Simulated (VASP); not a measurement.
An input for Ansatz (written as the equivalent of a VASP run, and not itself run):

Ansatz 0.2 input:
```yaml
crystal:
  lattice:
    - [2.1581987, -3.7381098, 0.0000000]
    - [2.1581987, 3.7381098, 0.0000000]
    - [0.0000000, 0.0000000, 5.0203522]
  atoms:
    - { symbol: Se, position: [1.0000000, 0.2269802, 0.6666670] }
    - { symbol: Se, position: [0.7730198, 0.7730198, 0.0000000] }
    - { symbol: Se, position: [0.2269802, 1.0000000, 0.3333330] }
kpoints:
  mp_grid: { grid: [6, 6, 4] }
hamiltonian:
  xc: r2scan
  pseudopotentials: { kind: paw }
scf:
  occupations: { method: gaussian, width: 0.05 }
  max_iter: 100
relax:
  max_steps: 40
  f_tol: 0.01
  cell: { p_target: 1 }
output: { forces: true, stress: true, eigenvalues: true }
```

Q: Translate this input to VASP (INCAR, KPOINTS, POSCAR, choice of POTCAR).

A: Several could match; the one computed here: 
**POSCAR**
```
Se
1.0
  2.1581987179  -3.7381098157   0.0000000000
  2.1581987179   3.7381098157   0.0000000000
  0.0000000000   0.0000000000   5.0203522101
Se
3
Cart
  2.6480670932  -2.8896329044   3.3469031469
  3.3366606851  -0.0000000000   0.0000000000
  2.6480670932   2.8896329044   1.6734490632
```

**INCAR**
```
# general
SYSTEM =Se
PREC   =Accurate
ENCUT  =480
LREAL  =.FALSE.   # projection in real space or not
LASPH  =.TRUE.   # aspherical one-centre terms

# electronic loop
EDIFF  =1E-7   # SCF stop (eV)
NELM   =100
ALGO   =Normal
LMAXMIX=4   # l cut-off of mixed one-centre charges
LMIXTAU=.TRUE.

# smearing
ISMEAR =0
SIGMA  =0.05   # width (eV)

# functional
METAGGA=R2SCAN

# ions
IBRION =2
NSW    =40
ISIF   =3   # ions, shape and volume
EDIFFG =-0.01   # ionic stop
PSTRESS=10

# output
LWAVE  =.FALSE.
LCHARG =.FALSE.
```

**KPOINTS**
```
Automatic
0
G
 6 6 4
0 0 0
```

POTCAR, in this order: Se (PBE.64 set). Program: vasp_std.

What does not carry over: each code has its own PAW files, so the cut-off isn't converted (ENCUT is set for VASP's; basis.ecutwfc is left out, and Ansatz then takes the one that its files recommend); Ansatz stops its SCF on the density residual and VASP on the energy change (EDIFF).

The compound is Se in the trig structure. This run relaxes it under an external pressure of 1 GPa. Symmetry was kept, so distortions that lower it aren't found.
